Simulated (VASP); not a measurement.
Input:

```xyz
1
Lattice="0.0000 1.9212 1.9212 1.9212 0.0000 1.9212 1.9212 1.9212 0.0000" Properties=species:S:1:pos:R:3 pbc="T T T"
Ir     0.0000     0.0000     0.0000
```

Computed with PBE GGA with D3 dispersion (Becke-Johnson damping), VASP's PBE PAW potentials (set 64) (plane waves; VASP). Settings: 400 eV cut-off, Gaussian smearing of 0.050 eV, potentials Ir.

Problem. Give the energies of bands 1 to 6 at the high-symmetry points, in eV from the Fermi level.

Solution. 
```json
[
 {"band": "1", "Γ": "-11.08", "X": "-7.88", "U": "-6.91", "L": "-8.07", "W": "-6.23"},
 {"band": "2", "Γ": "-3.87", "X": "-7.31", "U": "-5.96", "L": "-3.97", "W": "-4.85"},
 {"band": "3", "Γ": "-3.87", "X": "0.87", "U": "-2.87", "L": "-3.97", "W": "-4.85"},
 {"band": "4", "Γ": "-3.87", "X": "1.48", "U": "-0.88", "L": "-0.75", "W": "-1.78"},
 {"band": "5", "Γ": "-1.19", "X": "1.48", "U": "0.61", "L": "0.90", "W": "1.48"},
 {"band": "6", "Γ": "-1.19", "X": "1.71", "U": "6.35", "L": "0.90", "W": "8.20"}
]
```

It has no gap at this level: it comes out as a metal or semimetal.

The structure comes from a measured Ir entry (Fm-3m) of the Crystallography Open Database, whose conditions weren't checked. It was relaxed first.
